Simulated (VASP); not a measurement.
An input for Quantum ESPRESSO's pw.x (written as the equivalent of a VASP run, and not itself run):

```
&CONTROL
  calculation = 'scf'
  pseudo_dir = './pseudo'
  outdir = './out'
  tprnfor = .true.
  tstress = .true.
/
&SYSTEM
  ibrav = 0
  nat = 2
  ntyp = 2
  ecutwfc = 102
  occupations = 'tetrahedra'
  input_dft = 'vdw-df-cx'
/
&ELECTRONS
  conv_thr = 7.3e-09
  electron_maxstep = 100
/
ATOMIC_SPECIES
  Cd 112.414 Cd.upf
  Te 127.600 Te.upf
CELL_PARAMETERS angstrom
    -0.0000000    3.2610249    3.2610249
     3.2610249    0.0000000    3.2610249
     3.2610249    3.2610249    0.0000000
ATOMIC_POSITIONS crystal
  Cd   0.0000000  0.0000000  0.0000000
  Te   0.2500000  0.2500000  0.2500000
K_POINTS automatic
  8 8 8 0 0 0
```

Q: Write the VASP files for the same calculation (vdW-DF-cx).

A: One answer among several that fit: 
INCAR:
```
SYSTEM = CdTe
PREC = Accurate
ENCUT = 520
EDIFF = 1E-7
NELM = 100
ALGO = Normal
LREAL = .FALSE.
LASPH = .TRUE.
ISMEAR = -5
GGA = CX
LUSE_VDW = .TRUE.
AGGAC = 0.0
LMAXMIX = 4
LWAVE = .FALSE.
LCHARG = .TRUE.
LORBIT = 11
NEDOS = 601
ISIF = 2
```

### KPOINTS
```
kpoints
0
Gamma
8 8 8
0 0 0
```

**POSCAR**
```
CdTe
1
   -0.0000000000     3.2610249488     3.2610249488
    3.2610249488     0.0000000000     3.2610249488
    3.2610249488     3.2610249488     0.0000000000
Cd Te
1 1
Direct
  0.0000000000   0.0000000000   0.0000000000
  0.2500000000   0.2500000000   0.2500000000
```

POTCAR, in this order: Cd Te (PBE.64 set). Program: vasp_std.

What does not carry over: the potentials are each code's own (VASP's PAW set, PseudoDojo norm-conserving files in pw.x), so ENCUT and ecutwfc are chosen apart and not converted; conv_thr bounds pw.x's estimated SCF error, while EDIFF bounds the energy change between steps.

The compound is CdTe in the zinc blende structure. It was relaxed first.
